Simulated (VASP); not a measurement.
```yaml
crystal:
  lattice:
    - [-3.19740, 3.19740, 2.91007]
    - [3.19740, -3.19740, 2.91007]
    - [3.19740, 3.19740, -2.91007]
  atoms:
    - { symbol: Hf, position: [0.00000, 0.00000, 0.00000] }
    - { symbol: Hf, position: [0.75000, 0.25000, 0.50000] }
    - { symbol: Si, position: [0.25000, 0.75000, 0.50000] }
    - { symbol: Si, position: [0.50000, 0.50000, 0.00000] }
    - { symbol: O, position: [0.13409, 0.31920, 0.81489] }
    - { symbol: O, position: [0.06920, 0.75431, 0.68511] }
    - { symbol: O, position: [0.50431, 0.31920, 0.18511] }
    - { symbol: O, position: [0.06920, 0.38409, 0.31489] }
    - { symbol: O, position: [0.61591, 0.93080, 0.68511] }
    - { symbol: O, position: [0.68080, 0.86591, 0.18511] }
    - { symbol: O, position: [0.24569, 0.93080, 0.31489] }
    - { symbol: O, position: [0.68080, 0.49569, 0.81489] }
```

Computed with PBE GGA, VASP's PBE PAW potentials (set 64) (plane waves; VASP). Run with 400 eV cut-off, 5×5×5 Γ-centred mesh, Gaussian smearing of 0.050 eV, potentials Hf_pv Si O.

At this cut-off the stress carries a Pulay error, which pulls relaxed volumes low.

**Question.** What does the run give for the energy per atom (σ→0), pressure, largest force?

**Answer.** 
* **energy per atom (σ→0)**: -8.982 eV/atom
* **pressure**: 22.98 GPa
* **largest force**: 0.933 eV/Å

Only differences to runs with the same potentials and settings are physical.

The structure comes from a computed database's HfSiO4 entry; how it stands against other phases isn't given here. The cell was not relaxed at this level.
